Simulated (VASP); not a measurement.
Energy against volume of Cr (bcc, AFM order). All values below come from PBE GGA with D4 dispersion, VASP's PBE PAW potentials (set 64) (plane waves; VASP 6.6.1). Run with 520 eV cut-off, 13×13×13 Γ-centred mesh, first-order Methfessel-Paxton smearing of 0.10 eV, potentials Cr_pv.

```json
[
 {"V (Å³/atom)": "11.088", "E (eV/atom)": "-9.96967"},
 {"V (Å³/atom)": "11.431", "E (eV/atom)": "-9.97749"},
 {"V (Å³/atom)": "11.774", "E (eV/atom)": "-9.97140"},
 {"V (Å³/atom)": "12.117", "E (eV/atom)": "-9.95453"}
]
```

**Question.** Fit these four points and predict the energy of the run at 10.746 Å³/atom.

**Answer.** A cubic in V^(−2/3), the third-order Birch-Murnaghan form, passes through the four points with V0 = 11.44 Å³/atom and B0 = 215 GPa, and gives -9.9441 eV/atom there. The run gave -9.9463 eV/atom, -2.1 meV/atom from the fit; all five points give B0 = 207 GPa.

The compound is Cr in the bcc, AFM order structure. It was relaxed first.
